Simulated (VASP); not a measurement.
Method: optB88-vdW, VASP's PBE PAW potentials (set 64) (plane waves; VASP).

The input files of a VASP run:

**INCAR**
```
SYSTEM  =  CoGa
PREC  =  Accurate; ENCUT  =  520; LREAL  =  .FALSE.
LASPH  =  .TRUE.
EDIFF  =  1E-7; NELM  =  100; ALGO  =  Normal
LMAXMIX  =  4
ISMEAR  =  1; SIGMA  =  0.1
GGA  =  BO; LUSE_VDW  =  .TRUE.; AGGAC  =  0.0
PARAM1  =  0.1833333333; PARAM2  =  0.22
ISIF  =  2
LWAVE  =  .FALSE.; LCHARG  =  .FALSE.
```

File KPOINTS:
```
Automatic mesh
0
Gamma
13 13 13
0 0 0
```

**POSCAR**
```
CoGa
1
    2.8737150342     0.0000000000     0.0000000000
    0.0000000000     2.8737150342     0.0000000000
    0.0000000000     0.0000000000     2.8737150342
Ga Co
1 1
Direct
  0.5000000000   0.5000000000   0.5000000000
  0.0000000000   0.0000000000   0.0000000000
```

POTCAR, in this order: Ga_d Co (PBE.64 set). Program: vasp_std.

The resulting files:

**OUTCAR**
```
 ion  position               nearest neighbor table
   1  0.500  0.500  0.500-   2 2.49   2 2.49   2 2.49   2 2.49   2 2.49   2 2.49   2 2.49   2 2.49
  LATTYP: Found a simple cubic cell.
 ALAT       =     2.8737150342
 Subroutine PRICEL returns:
 Original cell was already a primitive cell.
 Subroutine GETGRP returns: Found 48 space group operations
The static configuration has the point symmetry O_h .
The dynamic configuration has the point symmetry O_h .
 Subroutine INISYM returns: Found 48 space group operations
 Subroutine IBZKPT returns following result:
 Found     84 irreducible k-points:

 Following reciprocal coordinates:
            Coordinates               Weight
  0.000000  0.000000  0.000000      1.000000
  0.076923  0.000000  0.000000      6.000000
  0.153846  0.000000  0.000000      6.000000
  0.230769  0.000000  0.000000      6.000000
  0.307692  0.000000  0.000000      6.000000
  0.384615  0.000000  0.000000      6.000000
  0.461538  0.000000  0.000000      6.000000
  0.076923  0.076923  0.000000     12.000000
  0.153846  0.076923  0.000000     24.000000
  0.230769  0.076923  0.000000     24.000000
  0.307692  0.076923  0.000000     24.000000
  0.384615  0.076923  0.000000     24.000000
  0.461538  0.076923  0.000000     24.000000
  0.153846  0.153846  0.000000     12.000000
  0.230769  0.153846  0.000000     24.000000
  0.307692  0.153846  0.000000     24.000000
  0.384615  0.153846  0.000000     24.000000
  0.461538  0.153846  0.000000     24.000000
  0.230769  0.230769  0.000000     12.000000
  0.307692  0.230769  0.000000     24.000000
  0.384615  0.230769  0.000000     24.000000
  0.461538  0.230769  0.000000     24.000000
  0.307692  0.307692  0.000000     12.000000
  0.384615  0.307692  0.000000     24.000000
  0.461538  0.307692  0.000000     24.000000
...
```

### OSZICAR
```
       N       E                     dE             d eps       ncg     rms          rms(c)
DAV:   1     0.106478036525E+03    0.10648E+03   -0.10839E+04  2632   0.263E+03
DAV:   2    -0.882762186661E-01   -0.10657E+03   -0.10424E+03  2618   0.360E+02
DAV:   3    -0.502064663799E+01   -0.49324E+01   -0.49127E+01  2856   0.823E+01
DAV:   4    -0.509946882301E+01   -0.78822E-01   -0.78804E-01  3537   0.967E+00
DAV:   5    -0.510129446054E+01   -0.18256E-02   -0.18256E-02  3114   0.124E+00    0.863E+00
DAV:   6    -0.587864122317E+01   -0.77735E+00   -0.17009E+01  2887   0.554E+01    0.983E+00
DAV:   7    -0.435063729447E+01    0.15280E+01   -0.70839E+00  2653   0.408E+01    0.179E+00
DAV:   8    -0.433253824103E+01    0.18099E-01   -0.18993E-01  3079   0.494E+00    0.566E-01
DAV:   9    -0.432812757745E+01    0.44107E-02   -0.13853E-02  3481   0.196E+00    0.105E-01
DAV:  10    -0.432796164415E+01    0.16593E-03   -0.47676E-04  3395   0.312E-01    0.531E-02
DAV:  11    -0.432796296914E+01   -0.13250E-05   -0.49000E-05  3412   0.120E-01    0.107E-02
DAV:  12    -0.432796234373E+01    0.62541E-06   -0.35820E-06  3424   0.314E-02    0.261E-03
DAV:  13    -0.432796219310E+01    0.15063E-06   -0.23828E-07  2782   0.691E-03    0.129E-03
DAV:  14    -0.432796216887E+01    0.24235E-07   -0.77267E-08  1645   0.535E-03
   1 F= -.43279622E+01 E0= -.43282681E+01  d E =0.917757E-03
```

### OUTCAR
```
------------------------ aborting loop because EDIFF is reached ----------------------------------------
  FORCE on cell =-STRESS in cart. coord.  units (eV):
  Direction    XX          YY          ZZ          XY          YZ          ZX
  --------------------------------------------------------------------------------------
  Total       -0.0009156     -0.0009156     -0.0009156     -0.0000000     -0.0000000     -0.0000000
  in kB       -0.0618149     -0.0618149     -0.0618149     -0.0000000     -0.0000000     -0.0000000
  external PRESSURE =      -0.0618149 kB  Pullay stress =       0.0000000 kB
  volume of cell :       23.73
      direct lattice vectors                 reciprocal lattice vectors
     2.873715034  0.000000000  0.000000000     0.347981615  0.000000000  0.000000000
     0.000000000  2.873715034  0.000000000     0.000000000  0.347981615  0.000000000
     0.000000000  0.000000000  2.873715034     0.000000000  0.000000000  0.347981615
 POSITION                                       TOTAL-FORCE (eV/Angst)
 -----------------------------------------------------------------------------------
      1.43686      1.43686      1.43686         0.000000      0.000000      0.000000
      0.00000      0.00000      0.00000         0.000000      0.000000      0.000000
 -----------------------------------------------------------------------------------
    total drift:                                0.000000      0.000000     -0.000000
  FREE ENERGIE OF THE ION-ELECTRON SYSTEM (eV)
  ---------------------------------------------------
  free  energy   TOTEN  =        -4.3279621689 eV

  energy  without entropy=       -4.3288799255  energy(sigma->0) =       -4.32826809
```
(Selected blocks of OUTCAR.)

The compound is CoGa in the CsCl type structure. It was relaxed first. The run is not spin-polarised, so no magnetic state was tried.
